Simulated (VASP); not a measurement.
Data:

```yaml
crystal:
  lattice:
    - [5.39925, 0.00000, 0.00000]
    - [0.00000, 5.39925, 0.00000]
    - [0.00000, 0.00000, 5.39925]
  atoms:
    - { symbol: Cs, position: [0.00000, 0.00000, 0.00000] }
    - { symbol: Sn, position: [0.50000, 0.50000, 0.50000] }
    - { symbol: I, position: [0.50000, 0.00000, 0.50000] }
    - { symbol: I, position: [0.00000, 0.50000, 0.50000] }
    - { symbol: I, position: [0.50000, 0.50000, 0.00000] }
```

The numbers are results of PBE GGA, VASP's PBE PAW potentials (set 64) (plane waves; VASP), not measurements. Numerical set-up: 500 eV cut-off, 6×6×6 Γ-centred mesh, first-order Methfessel-Paxton smearing of 0.10 eV, potentials Cs_sv Sn_d I.

Unless said otherwise, spin-orbit coupling is left out, though it shifts the bands of the heavy elements here.

What does the run give for the energy per atom (σ→0), pressure, band gap (on the k-mesh) with the smallest direct gap where there is one?

- band gap (on the k-mesh) = none (metal, semimetal or under 0.01 eV)
- energy per atom (σ→0) = -2.060 eV/atom
- pressure = 20.01 GPa

The absolute energy has meaning only against runs of the same code, potentials and settings.

The compound is CsSnI3 in the cubic perovskite structure, the ideal cubic form; the compound distorts at low or room temperature. It was relaxed first under an external pressure of 20 GPa.
